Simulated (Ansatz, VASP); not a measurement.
# GaN: VASP beside Ansatz, part 2 of 2

Wanted: the spread between two codes on one cell, functional and k mesh. The cell is taken from a series of runs on this material, whose earlier steps may have relaxed, scaled, displaced or heated it; both programs get it as it stands.

VASP 6.6.1 and Ansatz 0.2.0.

So far: The structure; VASP: dielectric response, PBE.

### Step 3. Ansatz: dielectric response, PBE

Level of this step: Ansatz beside VASP: Kohn-Sham DFT, plane waves, PBE (Ansatz).

Ansatz runs on its default PAW (the set named soft_2) files.

The same cell, functional and mesh now go to Ansatz, which takes its cutoff from its data sets.

The input, input.yaml:

```yaml
crystal:
  lattice:
    - [3.19, 0.0, 0.0]
    - [-1.595, 2.7626210381, 0.0]
    - [0.0, 0.0, 5.189]
  atoms:
    - { symbol: Ga, position: [0.6666666667, 0.3333333333, 0.0] }
    - { symbol: Ga, position: [0.3333333333, 0.6666666667, 0.5] }
    - { symbol: "N", position: [0.6666666667, 0.3333333333, 0.375] }
    - { symbol: "N", position: [0.3333333333, 0.6666666667, 0.875] }
kpoints:
  mp_grid: { grid: [9, 9, 4] }
hamiltonian:
  xc: pbe
scf:
  occupations: { method: fixed }
dielectric: {}
```

Run with:

```
$ ansatz run input.yaml --threads 3 --pin off --max-ram 92160MiB --backend cuda --devices 1 --max-vram 13GiB --events-out ev --progress --plain --runs-dir out
```

Numbers of over 12 decimals in the logs are rounded to 6 here.

The program printed:

```text
GPUs: using 1 of 1 available (devices: 1).
Engine: ansatz 0.2.0, x86_64-unknown-linux-gnu
Pseudopotentials: kind: paw
Pseudopotential: Ga, paw, valence charge 13, recommended cutoff 420 eV (normal), Ga.paw.azcp
Pseudopotential: N, paw, valence charge 5, recommended cutoff 420 eV (normal), N.paw.azcp
Functional definition: PBE
  parameter kappa = 0.804
  parameter beta = 0.066725
  exchange = pbe_x(kappa = kappa, mu = beta*pi^2/3)
  correlation = pbe_c(beta = beta)
device memory: the entry about to start is reckoned to put 1.9 GiB on a device that reports 28.3 GiB free (of which the cap on the GPU budget leaves the run 13.0 GiB)
GPU FFT provider: cuFFT
GPU libraries: cuBLAS 13.8.2, cuFFT 12.4.0, cuSOLVER 12.3.4
Crystal: 4 atoms, lattice volume = 45.729 Å³
Basis set: ecut = 420 eV, 917 PW (Γ), exchange–correlation on 48×48×72 points (8 copies of the dense FFT grid, shifted against one another)
Bands: 22, of which v1, the nominal top of the filled ones, is band 18 counted from 1 (17 counted from 0)
Symmetry: 12 space group operations
k-points: 95 of 324 (irreducible under 2 space group operations, time reversal used)
Non-local potential: Ga, projectors of the file, l = 0: 2, l = 1: 2, l = 2: 3, l = 3: 1
Non-local potential: N, projectors of the file, l = 0: 2, l = 1: 2, l = 2: 1
PAW form: soft (Blöchl's): semilocal exchange-correlation on the pseudo side does not see the compensation charge
PAW one-centre angular grid: Ga, 590 points (default); XC on 64 Gauss nodes
PAW one-centre angular grid: N, 110 points (default); XC on 64 Gauss nodes
Initial density: superposition of atomic densities (neutral atoms: chi_scale 0, normalization atom), corrected by the library's trained network
Initial wavefunctions: pseudopotential atomic-orbital guess
GPU buffer pool allocated for 20736 grid points (all kernels)
GPU transforms: local potential and band sums: pruned to the plane-wave sphere, on 24×24×36
Functional: x = pbe(κ = 0.804, μ = 0.219515), c = pbe(β = 0.066725)
SCF iter   1: F=—  HF=-8335.814679 eV  |F-HF|=—  |Δ(HF+E_count)|=         —  Δρ=8.50e-4  dr2=1.98e-4  ethr=1.77e-3  ⟨swp⟩=3.9  Hψ=7626  notcnv=0  defer=79
preconditioner: auto → Resta (q_TF=auto, 2.622 Å⁻¹)  ε∞=5.0  [insulator: Δε(μ)=1.883 eV  Ē_g=16.570 eV  n_scr=22 (ndim 8)  ℏωp=32.9 eV  f_vac=0.009  ε∞_Penn≈5.0]
SCF iter   2: F=—  HF=-8335.815271 eV  |F-HF|=—  |Δ(HF+E_count)|=   5.92e-4  Δρ=3.99e-4  dr2=2.65e-5  ethr=5.50e-7  ⟨swp⟩=2.1  Hψ=4760  notcnv=0  defer=188
SCF iter   3: F=—  HF=-8335.815386 eV  |F-HF|=—  |Δ(HF+E_count)|=   1.14e-4  Δρ=1.89e-4  dr2=7.08e-6  ethr=7.35e-8  ⟨swp⟩=2.0  Hψ=3725  notcnv=0  defer=43
SCF iter   4: F=—  HF=-8335.815516 eV  |F-HF|=—  |Δ(HF+E_count)|=   1.30e-4  Δρ=5.83e-5  dr2=1.06e-6  ethr=1.97e-8  ⟨swp⟩=2.0  Hψ=3767  notcnv=0
SCF iter   5: F=—  HF=-8335.815519 eV  |F-HF|=—  |Δ(HF+E_count)|=   2.97e-6  Δρ=1.87e-5  dr2=9.33e-8  ethr=2.96e-9  ⟨swp⟩=2.0  Hψ=3782  notcnv=0  defer=26
SCF iter   6: F=—  HF=-8335.815519 eV  |F-HF|=—  |Δ(HF+E_count)|=   2.53e-7  Δρ=4.12e-6  dr2=6.97e-9  ethr=2.59e-10  ⟨swp⟩=2.6  Hψ=3800  notcnv=0  defer=32
SCF iter   7: F=—  HF=-8335.815519 eV  |F-HF|=—  |Δ(HF+E_count)|=   3.96e-9  Δρ=1.56e-6  dr2=8.14e-10  ethr=1.94e-11  ⟨swp⟩=2.3  Hψ=3571  notcnv=0  defer=32
SCF iter   8: F=-8335.815519 eV  HF=-8335.815519 eV  |F-HF|=1.82e-11  |Δ(HF+E_count)|=  3.40e-10  Δρ=1.91e-7  dr2=1.68e-11  ethr=1.00e-12  ⟨swp⟩=3.7  Hψ=8228  notcnv=0
SCF 1 converged in 8 iterations: F = -8335.815519 eV  dr2 = 1.68e-11
  greatest PAW one-centre occupation: 0.995 electrons in one spin orbital (limit 2), on the Ga atom at site 1 (counted from 0), in its partial waves of l = 2
the response reads at least the filled bands of the reference SCF and the lowest empty band at each k-point, and that SCF's band table does not vouch for those bands. The notice of the band table in this run's record says why
device memory: the entry about to start is reckoned to put 0.3 GiB on a device that reports 28.3 GiB free (of which the cap on the GPU budget leaves the run 13.0 GiB)
NSCF: frozen V_eff on 1 k-points
device memory: the entry about to start is reckoned to put 0.3 GiB on a device that reports 28.3 GiB free (of which the cap on the GPU budget leaves the run 13.0 GiB)
NSCF: frozen V_eff on 1 k-points
device memory: the entry about to start is reckoned to put 0.3 GiB on a device that reports 28.3 GiB free (of which the cap on the GPU budget leaves the run 13.0 GiB)
NSCF: frozen V_eff on 1 k-points
device memory: the entry about to start is reckoned to put 0.3 GiB on a device that reports 28.3 GiB free (of which the cap on the GPU budget leaves the run 13.0 GiB)
NSCF: frozen V_eff on 1 k-points
device memory: the entry about to start is reckoned to put 0.1 GiB on a device that reports 28.3 GiB free (of which the cap on the GPU budget leaves the run 13.0 GiB)
device memory: the entry about to start is reckoned to put 1.0 GiB on a device that reports 28.3 GiB free (of which the cap on the GPU budget leaves the run 13.0 GiB)
DFPT response loops at Γ: preconditioner auto → Resta (q_TF=auto, 2.622 Å⁻¹)  ε∞=5.6 (no band partly filled); β = 1.00, the filter's whole step (`scf.mixing.beta` (0.50) is not read by the response loops at its default; to damp them type it under 1.00, their step now; it binds the ground state too); Broyden in place of MSR1
── the response to a field inside a basis, on 12×12×8 k-points: an SCF that follows is theirs, and a resumed run solves both again ──
device memory: the entry about to start is reckoned to put 0.3 GiB on a device that reports 27.2 GiB free (of which the cap on the GPU budget leaves the run 13.0 GiB)
GPU FFT provider: cuFFT
GPU libraries: cuBLAS 13.8.2, cuFFT 12.4.0, cuSOLVER 12.3.4
Bands: 19, of which v1, the nominal top of the filled ones, is band 18 counted from 1 (17 counted from 0)
k-points: 168 of 1152 (irreducible under 4 space group operations, time reversal used)
Initial density: handed on by an earlier stage of this run
Initial wavefunctions: pseudopotential atomic-orbital guess (no wavefunctions were taken with the density)
GPU buffer pool allocated for 20736 grid points (all kernels)
GPU transforms: band sums: pruned to the plane-wave sphere, on 24×24×36
Eigensolver: Dense (168 Hₖ)
SCF iter   1: F=—  HF=-8335.815021 eV  |F-HF|=—  |Δ(HF+E_count)|=         —  Δρ=5.10e-4  dr2=2.88e-5  ethr=1.00e-1
preconditioner: auto → Resta (q_TF=auto, 2.622 Å⁻¹)  ε∞=5.9  [insulator: Δε(μ)=2.205 eV  Ē_g=14.850 eV  n_scr=22 (ndim 8)  ℏωp=32.9 eV  f_vac=0.010  ε∞_Penn≈5.9]
SCF iter   2: F=—  HF=-8335.815037 eV  |F-HF|=—  |Δ(HF+E_count)|=   1.66e-5  Δρ=3.51e-4  dr2=2.05e-5  ethr=7.99e-8
SCF iter   3: F=—  HF=-8335.815043 eV  |F-HF|=—  |Δ(HF+E_count)|=   6.10e-6  Δρ=6.46e-5  dr2=5.70e-7  ethr=5.71e-8
SCF iter   4: F=—  HF=-8335.815041 eV  |F-HF|=—  |Δ(HF+E_count)|=   2.20e-6  Δρ=1.26e-5  dr2=3.89e-8  ethr=1.58e-9
SCF iter   5: F=-8335.815041 eV  HF=-8335.815041 eV  |F-HF|=3.37e-9  |Δ(HF+E_count)|=   1.50e-7  Δρ=5.21e-6  dr2=8.30e-9  ethr=1.08e-10
SCF 1 converged in 5 iterations: F = -8335.815041 eV  dr2 = 8.30e-9
device memory: the entry about to start is reckoned to put 0.1 GiB (of the 0.2 GiB reckoned in all, the device holds 0.1 GiB already) on a device that reports 26.5 GiB free (of which the cap on the GPU budget leaves the run 12.9 GiB)
device memory: the entry about to start is reckoned to put 1.9 GiB on a device that reports 26.2 GiB free (of which the cap on the GPU budget leaves the run 12.9 GiB)
DFPT response loops at Γ: preconditioner auto → Resta (q_TF=auto, 2.622 Å⁻¹)  ε∞=5.2 (no band partly filled); β = 1.00, the filter's whole step (`scf.mixing.beta` (0.50) is not read by the response loops at its default; to damp them type it under 1.00, their step now; it binds the ground state too); Broyden in place of MSR1
SCF converged after 8 iterations
Free energy (F): -8335.815519 eV
Harris-Foulkes:  -8335.815519 eV  (|F-HF|=1.82e-11)
Internal energy: -8335.815519 eV  (E = F + TS)
E sigma→0 (E₀):  -8335.815519 eV
Fermi energy:    9.689518 eV
--- Per-component energies (eV) ---
  E_band       = -10.568443
  E_kinetic    = 494.497055
  E_local      = -3905.722148  (includes V_loc(G=0)·N_el)
  E_nonlocal   = 948.830312
  E_hartree    = 1797.553485
  E_xc         = -257.648465
  E_vxc        = -268.352862  (∫ρ·V_xc dr)
  E_paw        = -4240.817338  (= ΣΔE_a)
  E_vpaw       = -874.927763  (= ΣTr[D̂ρ^β])
  E_aug_tail   = 0.000128  (compensation charges beyond the density's cutoff)
  E_ewald      = -3172.508547
  E_smearing   = -0.000000  (= −TS)
  E_closure    = 0.000000  (closes the sum)
  Σ components = -8335.815519   (vs F -8335.815519, Δ=0.00e0)
--- Band table (eV; the first three rows and the last of 95) ---
  k-point 0: bands = [... 14 lower, 8.6451, 9.6256, 9.6895, 9.6895, 11.5791, 13.9334, 18.8700, 19.5672]
  k-point 1: bands = [... 14 lower, 8.7917, 8.7917, 9.5299, 9.5299, 12.7766, 14.0369, 18.4839, 19.2479]
  k-point 2: bands = [... 14 lower, 9.1544, 9.1544, 9.1544, 9.1544, 13.9150, 13.9150, 18.1698, 18.1698]
  k-point 94: bands = [... 14 lower, 6.7645, 6.7645, 7.9295, 7.9295, 15.4228, 15.4228, 17.6475, 17.6475]
--- Dielectric response (ions clamped): 3 representative field directions + reference, inside a basis on a mesh of 1152 k-points (Σ response iterations 18) ---
  ε∞ (high-frequency dielectric tensor):
        5.799593     0.000000     0.000000
        0.000000     5.799593    -0.000000
        0.000000     0.000000     5.946753
  Born effective charges Z* (e; rows j = field, columns β = displacement):
    site 0:
         2.62501   -0.00000    0.00000
        -0.00000    2.62501    0.00000
         0.00000    0.00000    2.75949
    site 1:
         2.62501    0.00000    0.00000
        -0.00000    2.62501   -0.00000
         0.00000   -0.00000    2.75949
    site 2:
        -2.62501   -0.00000   -0.00000
         0.00000   -2.62501   -0.00000
        -0.00000    0.00000   -2.75949
    site 3:
        -2.62501    0.00000   -0.00000
        -0.00000   -2.62501    0.00000
        -0.00000   -0.00000   -2.75949
  Z* charge neutrality: 2.714e-3 e pre-enforcement
  solved inside a basis spanned on kpoints, on 12×12×8 k-points, its susceptibility summed on 18×18×10: ε∞ is read to err by 1.7e-2, Z* by 1.5e-2 e (field_mesh: kpoints solves on kpoints); Z* is corrected for what the basis lacks
```

### Step 4. Comparison

Known differences besides the potentials themselves: fixed occupations in Ansatz, narrow Gaussian smearing in VASP; VASP's response is taken on the typed mesh, Ansatz refines its own for the field response alone; the cutoff is 420 eV in Ansatz and 520 eV in VASP; VASP's log repeats an internal error in its field response. Total energies have different zeros and are not compared.

Both answers:

| quantity | Ansatz | VASP | difference |
| --- | --- | --- | --- |
| ε∞ xx | 5.80 | 5.85 | -0.90 % |
| ε∞ yy | 5.80 | 5.85 | -0.90 % |
| ε∞ zz | 5.95 | 6.04 | -1.52 % |
| Born charge of Ga1 (mean of the diagonal) (e) | 2.67 | 2.67 | 0.00 |
| Born charge of N3 (mean of the diagonal) (e) | -2.67 | -2.67 | 0.00 |

### Step 5. Summary of results

| Quantity | Value |
| --- | --- |
| difference in ε∞ zz (dielectric response, PBE) | -1.5 % |

**Reading.** The difference in ε∞ zz is -1.5 % (dielectric response, PBE), within the 5 % picked in this series as the mark of a large difference. How closely two codes agree says nothing of how well the functional describes the real material.

[Lines on the potential files, build, host, timing and source positions are cut from VASP's logs without a mark.]

[Logs are printed without paths, hosts, clocks, repeated set-up lines and the standing remarks that a program may print on its own settings, such as how far it seeks lower states.]

[Hosts, paths, dates, database ids (printed as entryN), source tags and the programs' standing remarks are cut or masked in the printed files.]
